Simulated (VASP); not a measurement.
Output of a VASP run:

OUTCAR:
```
 ion  position               nearest neighbor table
   1  0.917  0.000  0.344-   3 3.07   4 3.07   8 3.09   7 3.09   5 3.12   5 3.12   9 3.18
   2  0.917  0.500  0.344-   3 3.07   4 3.07   8 3.09   7 3.09   6 3.12   6 3.12  10 3.18
   3  0.250  0.750  0.344-   1 3.07   2 3.07   5 3.09   6 3.09   7 3.12   7 3.12  11 3.18
   4  0.583  0.250  0.344-   1 3.07   2 3.07   5 3.09   6 3.09   8 3.12   8 3.12  12 3.18
   5  0.417  0.000  0.422-   7 3.07   8 3.07  12 3.09  11 3.09   4 3.09   3 3.09   9 3.12   9 3.12
                             1 3.12   1 3.12  13 3.18
   6  0.417  0.500  0.422-   7 3.07   8 3.07  12 3.09  11 3.09   4 3.09   3 3.09  10 3.12  10 3.12
                             2 3.12   2 3.12  14 3.18
   7  0.750  0.750  0.422-   5 3.07   6 3.07   9 3.09  10 3.09   1 3.09   2 3.09  11 3.12  11 3.12
                             3 3.12   3 3.12  15 3.18
   8  0.083  0.250  0.422-   5 3.07   6 3.07   9 3.09  10 3.09   1 3.09   2 3.09  12 3.12  12 3.12
                             4 3.12   4 3.12  16 3.18
   9  0.917  0.000  0.500-  11 3.07  12 3.07   8 3.09  16 3.09  15 3.09   7 3.09   5 3.12  13 3.12
                             5 3.12  13 3.12   1 3.18  17 3.18
  10  0.917  0.500  0.500-  11 3.07  12 3.07   8 3.09  16 3.09  15 3.09   7 3.09   6 3.12  14 3.12
                             6 3.12  14 3.12   2 3.18  18 3.18
  11  0.250  0.750  0.500-   9 3.07  10 3.07   5 3.09   6 3.09  13 3.09  14 3.09   7 3.12  15 3.12
                             7 3.12  15 3.12   3 3.18  19 3.18
  12  0.583  0.250  0.500-   9 3.07  10 3.07   5 3.09   6 3.09  13 3.09  14 3.09   8 3.12  16 3.12
                             8 3.12  16 3.12   4 3.18  20 3.18
  13  0.417  0.000  0.578-  15 3.07  16 3.07  12 3.09  11 3.09  20 3.09  19 3.09   9 3.12   9 3.12
                            17 3.12  17 3.12   5 3.18
  14  0.417  0.500  0.578-  15 3.07  16 3.07  12 3.09  11 3.09  20 3.09  19 3.09  10 3.12  10 3.12
                            18 3.12  18 3.12   6 3.18
  15  0.750  0.750  0.578-  13 3.07  14 3.07   9 3.09  10 3.09  17 3.09  18 3.09  11 3.12  11 3.12
                            19 3.12  19 3.12   7 3.18
  16  0.083  0.250  0.578-  13 3.07  14 3.07   9 3.09  10 3.09  17 3.09  18 3.09  12 3.12  12 3.12
                            20 3.12  20 3.12   8 3.18
  17  0.917  0.000  0.656-  19 3.07  20 3.07  16 3.09  15 3.09  13 3.12  13 3.12   9 3.18
  18  0.917  0.500  0.656-  19 3.07  20 3.07  16 3.09  15 3.09  14 3.12  14 3.12  10 3.18
  19  0.250  0.750  0.656-  17 3.07  18 3.07  13 3.09  14 3.09  15 3.12  15 3.12  11 3.18
  20  0.583  0.250  0.656-  17 3.07  18 3.07  13 3.09  14 3.09  16 3.12  16 3.12  12 3.18
  LATTYP: Found a simple orthorhombic cell.
 ALAT       =     5.3771810000
 B/A-ratio  =     1.8576285604
 C/A-ratio  =     3.7871888635
 Subroutine PRICEL returns:
 Original cell was already a primitive cell.
 Subroutine GETGRP returns: Found  8 space group operations
The static configuration has the point symmetry C_1h.
 The point group associated with its full space group is D_2h.
The dynamic configuration has the point symmetry C_1h.
 Subroutine INISYM returns: Found  8 space group operations
 Subroutine IBZKPT returns following result:
 Found      6 irreducible k-points:

 Following reciprocal coordinates:
            Coordinates               Weight
  0.000000  0.000000  0.000000      1.000000
  0.200000  0.000000  0.000000      2.000000
  0.400000  0.000000  0.000000      2.000000
  0.000000  0.333333  0.000000      2.000000
  0.200000  0.333333  0.000000      4.000000
  0.400000  0.333333  0.000000      4.000000
   k-points           NKPTS =      6   k-points in BZ     NKDIM =      6   number of bands    NBANDS=    120
   number of dos      NEDOS =    301   number of ions     NIONS =     20
   total plane-waves  NPLWV =  80640
   dimension x,y,z NGX =    24 NGY =   40 NGZ =   84
   dimension x,y,z NGXF=    48 NGYF=   80 NGZF=  168
   ions per type =              20
   PREC   = accura    normal or accurate (medium, high low for compatibility)
   ISTART =      0    job   : 0-new  1-cont  2-samecut
   ICHARG =      2    charge: 1-file 2-atom 10-const
   ISPIN  =      1    spin polarized calculation?
   LNONCOLLINEAR =      F non collinear calculations
   LSORBIT =      F    spin-orbit coupling
   INIWAV =      1    electr: 0-lowe 1-rand  2-diag
   ENCUT  =  150.0 eV  11.02 Ry    3.32 a.u.   5.37  9.98 20.34*2*pi/ulx,y,z
   NELM   =    100;   NELMIN=  2; NELMDL= -5     # of ELM steps
   EDIFF  = 0.1E-05   stopping-criterion for ELM
   LREAL  =      T    real-space projection
   NLSPLINE    = F    spline interpolate recip. space projectors
   LMAXMIX     =    6 max onsite mixed and CHGCAR
   VOSKOWN=      0    Vosko Wilk Nusair interpolation
   EDIFFG = 0.1E-04   stopping-criterion for IOM
   NSW    =      0    number of steps for IOM
   NBLOCK =      1;   KBLOCK =      1    inner block; outer block
   IBRION =     -1    ionic relax: 0-MD 1-quasi-New 2-CG
   NFREE  =      0    steps in history (QN), initial steepest desc. (CG)
...
```

File OSZICAR:
```
       N       E                     dE             d eps       ncg     rms          rms(c)
DAV:   1     0.658612228828E+03    0.65861E+03   -0.67766E+04  1960   0.580E+02
DAV:   2    -0.154620043885E+03   -0.81323E+03   -0.79086E+03  1688   0.234E+02
DAV:   3    -0.213811779879E+03   -0.59192E+02   -0.56762E+02  1880   0.525E+01
DAV:   4    -0.217162168039E+03   -0.33504E+01   -0.32259E+01  2008   0.971E+00
DAV:   5    -0.217329408587E+03   -0.16724E+00   -0.16354E+00  1968   0.171E+00    0.157E+02
DAV:   6    -0.208008412987E+03    0.93210E+01   -0.17633E+02  1896   0.245E+01    0.591E+01
DAV:   7    -0.224808957258E+03   -0.16801E+02   -0.37132E+02  1872   0.266E+01    0.860E+01
DAV:   8    -0.196367563493E+03    0.28441E+02   -0.11507E+02  1904   0.160E+01    0.302E+01
DAV:   9    -0.194940987077E+03    0.14266E+01   -0.16200E+01  2024   0.774E+00    0.170E+01
DAV:  10    -0.194990810056E+03   -0.49823E-01   -0.11350E+00  1976   0.240E+00    0.143E+01
DAV:  11    -0.194741728301E+03    0.24908E+00   -0.55806E-01  1920   0.137E+00    0.812E+00
DAV:  12    -0.194682132794E+03    0.59596E-01   -0.37962E-01  1936   0.160E+00    0.272E+00
DAV:  13    -0.194670318767E+03    0.11814E-01   -0.14012E-01  1896   0.952E-01    0.153E+00
DAV:  14    -0.194667969841E+03    0.23489E-02   -0.32323E-02  1984   0.483E-01    0.641E-01
DAV:  15    -0.194669478625E+03   -0.15088E-02   -0.73697E-03  1928   0.220E-01    0.428E-01
DAV:  16    -0.194670138253E+03   -0.65963E-03   -0.18310E-03  1832   0.924E-02    0.159E-01
DAV:  17    -0.194671194974E+03   -0.10567E-02   -0.87332E-04  1912   0.664E-02    0.941E-02
DAV:  18    -0.194671713309E+03   -0.51834E-03   -0.40127E-04  1632   0.422E-02    0.600E-02
DAV:  19    -0.194671918175E+03   -0.20487E-03   -0.10491E-04  1928   0.183E-02    0.446E-02
DAV:  20    -0.194672131864E+03   -0.21369E-03   -0.86585E-05  1232   0.171E-02    0.203E-02
DAV:  21    -0.194672265715E+03   -0.13385E-03   -0.34217E-05  1552   0.859E-03    0.193E-02
DAV:  22    -0.194672430221E+03   -0.16451E-03   -0.19281E-05  1376   0.105E-02    0.987E-03
DAV:  23    -0.194672603019E+03   -0.17280E-03   -0.13557E-05  1288   0.727E-03    0.627E-03
DAV:  24    -0.194672676317E+03   -0.73298E-04   -0.30081E-06  1304   0.304E-03    0.453E-03
DAV:  25    -0.194672777030E+03   -0.10071E-03   -0.70262E-06  1208   0.403E-03    0.305E-03
DAV:  26    -0.194672795057E+03   -0.18026E-04   -0.14938E-06  1168   0.201E-03    0.249E-03
DAV:  27    -0.194672798560E+03   -0.35032E-05   -0.28573E-07  1008   0.109E-03    0.138E-03
DAV:  28    -0.194672799550E+03   -0.98974E-06   -0.17497E-07   968   0.818E-04
   1 F= -.19467280E+03 E0= -.19462020E+03  d E =-.105192E+00
```

OUTCAR:
```
------------------------ aborting loop because EDIFF is reached ----------------------------------------
  FORCE on cell =-STRESS in cart. coord.  units (eV):
  Direction    XX          YY          ZZ          XY          YZ          ZX
  --------------------------------------------------------------------------------------
  Total     -122.2496938   -117.5463147   -119.2183407      0.0000000      0.0000000      0.0000000
  in kB     -179.0682351   -172.1788452   -174.6279864      0.0000000      0.0000000      0.0000000
  external PRESSURE =    -175.2916889 kB  Pullay stress =       0.0000000 kB
  volume of cell :     1093.80
      direct lattice vectors                 reciprocal lattice vectors
     5.377181000  0.000000000  0.000000000     0.185971051  0.000000000  0.000000000
     0.000000000  9.988805000  0.000000000     0.000000000  0.100112075  0.000000000
     0.000000000  0.000000000 20.364400000     0.000000000  0.000000000  0.049105301
 POSITION                                       TOTAL-FORCE (eV/Angst)
 -----------------------------------------------------------------------------------
      4.92908      0.00000      7.00000        -0.000000     -0.000000      1.084173
      4.92908      4.99440      7.00000        -0.000000     -0.000000      1.084173
      1.34430      7.49160      7.00000         0.749685      0.000000      0.988431
      3.13669      2.49720      7.00000        -0.749685     -0.000000      0.988431
      2.24049      0.00000      8.59111        -0.000000     -0.000000     -0.355952
      2.24049      4.99440      8.59111        -0.000000     -0.000000     -0.355952
      4.03289      7.49160      8.59111        -0.293833      0.000000     -0.206550
      0.44810      2.49720      8.59111         0.293833      0.000000     -0.206550
      4.92908      0.00000     10.18220        -0.000000     -0.000000     -0.000000
      4.92908      4.99440     10.18220        -0.000000     -0.000000     -0.000000
      1.34430      7.49160     10.18220         0.324503      0.000000     -0.000000
      3.13669      2.49720     10.18220        -0.324503     -0.000000     -0.000000
      2.24049      0.00000     11.77329        -0.000000     -0.000000      0.355952
      2.24049      4.99440     11.77329        -0.000000     -0.000000      0.355952
      4.03289      7.49160     11.77329        -0.293833     -0.000000      0.206550
      0.44810      2.49720     11.77329         0.293833     -0.000000      0.206550
      4.92908      0.00000     13.36440        -0.000000     -0.000000     -1.084173
      4.92908      4.99440     13.36440        -0.000000     -0.000000     -1.084173
      1.34430      7.49160     13.36440         0.749685     -0.000000     -0.988431
      3.13669      2.49720     13.36440        -0.749685      0.000000     -0.988431
 -----------------------------------------------------------------------------------
    total drift:                                0.007786     -0.000000      0.000000
  FREE ENERGIE OF THE ION-ELECTRON SYSTEM (eV)
  ---------------------------------------------------
  free  energy   TOTEN  =      -194.6727995497 eV

  energy  without entropy=     -194.5676078014  energy(sigma->0) =     -194.62020368
```
(Selected blocks of OUTCAR.)

### POSCAR
```
Hf
1
    5.3771810000     0.0000000000     0.0000000000
    0.0000000000     9.9888050000     0.0000000000
    0.0000000000     0.0000000000    20.3644000000
Hf
20
Direct
  0.9166670000   0.0000000000   0.3437370000
  0.9166670000   0.5000000000   0.3437370000
  0.2500000000   0.7500000000   0.3437370000
  0.5833330000   0.2500000000   0.3437370000
  0.4166670000   0.0000000000   0.4218690000
  0.4166670000   0.5000000000   0.4218690000
  0.7500000000   0.7500000000   0.4218690000
  0.0833330000   0.2500000000   0.4218690000
  0.9166670000   0.0000000000   0.5000000000
  0.9166670000   0.5000000000   0.5000000000
  0.2500000000   0.7500000000   0.5000000000
  0.5833330000   0.2500000000   0.5000000000
  0.4166670000   0.0000000000   0.5781310000
  0.4166670000   0.5000000000   0.5781310000
  0.7500000000   0.7500000000   0.5781310000
  0.0833330000   0.2500000000   0.5781310000
  0.9166670000   0.0000000000   0.6562630000
  0.9166670000   0.5000000000   0.6562630000
  0.2500000000   0.7500000000   0.6562630000
  0.5833330000   0.2500000000   0.6562630000
```

**Question.** Reconstruct the remaining input files.

**Answer.** This is not unique; one that fits is the input of the run itself, LDA (Ceperley-Alder, Perdew-Zunger), plane waves, VASP's LDA PAW potentials (set 64).

**INCAR**
```
! general
SYSTEM  = Hf
PREC    = Accurate
ENCUT   = 150   ! plane-wave cut-off (eV)
LREAL   = Auto
LASPH   = .True.   ! aspherical one-centre terms

! electronic loop
EDIFF   = 1E-6
NELM    = 100   ! most electronic steps
ALGO    = Normal   ! blocked Davidson
LMAXMIX = 6   ! l cut-off of mixed one-centre charges

! smearing
ISMEAR  = 0   ! Gaussian
SIGMA   = 0.1   ! width (eV)

! ions
ISIF    = 2

! output
LWAVE   = .False.
LCHARG  = .False.
```

KPOINTS:
```
Automatic mesh
0
Gamma
5 3 1
0 0 0
```

POTCAR, in this order: Hf_pv (LDA.64 set). Program: vasp_std.

At this cut-off the stress carries a Pulay error, which pulls relaxed volumes low. The cell holds a wide vacuum, so values per volume refer to the whole cell.

The cell is a sheet with vacuum, built from a generated structure.
